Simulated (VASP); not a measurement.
Here is the system:

```yaml
crystal:
  lattice:
    - [0.00000, 1.94460, 1.94460]
    - [1.94460, 0.00000, 1.94460]
    - [1.94460, 1.94460, 0.00000]
  atoms:
    - { symbol: Li, position: [0.00000, 0.00000, 0.00000] }
    - { symbol: F, position: [0.50000, 0.50000, 0.50000] }
```

Calculation: MS2 meta-GGA, VASP's PBE PAW potentials (set 64) (plane waves; VASP). Run with 520 eV cut-off, 11×11×11 Γ-centred mesh, Gaussian smearing of 0.050 eV, potentials Li_sv F.

### Question
Predict the energy per atom (σ→0), pressure, band gap (on the k-mesh) with the smallest direct gap where there is one.

### Answer

```yaml
band gap (on the k-mesh): 10.57 eV
smallest direct gap (on the k-mesh): 10.57 eV
energy per atom (σ→0): -6.528 eV/atom
pressure: 5.84 GPa
```

Total energies compare only between runs with the same potentials, cut-off and functional.

The compound is LiF in the rock salt structure. This cell is one point of a volume scan, at 0.94 of the reference volume.
